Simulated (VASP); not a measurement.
Ta2SiN2:

```
Ta Si N
1.0
     6.34617    0.00000    0.00000
    -3.17308    5.49594    0.00000
     0.00000    0.00000    4.86881
Ta Si N
4 2 4
Direct
  0.50000 0.00000 0.50000
  0.00000 0.50000 0.50000
  0.50000 0.50000 0.50000
  0.00000 0.00000 0.00000
  0.33333 0.66667 0.50000
  0.66667 0.33333 0.50000
  0.33333 0.66667 0.14039
  0.66667 0.33333 0.14039
  0.66667 0.33333 0.85961
  0.33333 0.66667 0.85961
```

The cell was built by a generator and needn't be a form met in nature.

```yaml
Program: VASP 6.6.1
Task: relaxation of cell and atoms
Functional: PBE
Potentials_or_basis: VASP PAW PBE potentials, release 64 (Ta_pv, Si, N)
Cutoff: 520 eV
k_mesh: 3 × 3 × 3
Occupations: gaussian, width 0.15 eV
Spin: no spin polarisation
```

At the start: pressure 63.2 GPa; volume 16.98 Å³/atom.

**Question.** How do energy, volume and symmetry change on relaxing?

**Answer.** Over 15 steps the energy falls by 2621.5 meV/atom and the volume is 25.45 Å³/atom (+49.9 %); space group P6/mmm (No. 191, to 0.05 Å).

Step by step:
| step | energy change (eV) | largest force (eV/Å) | pressure (GPa) | volume (Å³) |
| --- | --- | --- | --- | --- |
| 1 | 0.0000 | 0.7621 | 63.22 | 169.82 |
| 2 | -16.1322 | 3.9067 | -11.55 | 372.42 |
| 3 | -25.6336 | 3.3167 | -5.52 | 274.32 |
| 4 | -25.7855 | 3.1310 | -4.37 | 266.72 |
| 5 | -25.8379 | 2.9464 | -3.07 | 259.35 |
| 6 | -20.6861 | 32.9682 | 18.18 | 248.24 |
| 7 | -25.9626 | 2.5980 | -2.61 | 258.30 |
| 8 | -26.0935 | 1.8948 | -1.97 | 257.47 |
| 9 | -26.2001 | 0.8994 | 0.46 | 255.28 |
| 10 | -26.2120 | 0.0830 | -0.27 | 255.90 |
| 11 | -26.2126 | 0.0947 | -0.14 | 255.78 |
| 12 | -26.2124 | 0.2055 | -0.09 | 255.71 |
| 13 | -26.2100 | 0.4659 | -0.46 | 255.30 |
| 14 | -26.2137 | 0.0439 | -0.22 | 255.55 |
| 15 | -26.2145 | 0.0202 | 0.03 | 254.51 |

Final structure:
```cif
data_structure
_symmetry_space_group_name_H-M 'P 1'
_symmetry_Int_Tables_number 1
_cell_length_a 7.8938
_cell_length_b 7.8938
_cell_length_c 4.7164
_cell_angle_alpha 90.000
_cell_angle_beta 90.000
_cell_angle_gamma 120.000
_cell_volume 254.51
loop_
_atom_site_label
_atom_site_type_symbol
_atom_site_fract_x
_atom_site_fract_y
_atom_site_fract_z
_atom_site_occupancy
Ta1 Ta 0.50000 0.00000 0.50000 1
Ta2 Ta 0.00000 0.50000 0.50000 1
Ta3 Ta 0.50000 0.50000 0.50000 1
Ta4 Ta 0.00000 0.00000 0.00000 1
Si1 Si 0.33333 0.66667 0.50000 1
Si2 Si 0.66667 0.33333 0.50000 1
N1 N 0.33333 0.66667 0.13026 1
N2 N 0.66667 0.33333 0.13026 1
N3 N 0.66667 0.33333 0.86974 1
N4 N 0.33333 0.66667 0.86974 1
```

Caveat: the k mesh is coarse (spacing up to 0.43 Å⁻¹), so the values aren't converged; the volume moved by over 15 % at a fixed basis, so the end points are rough.
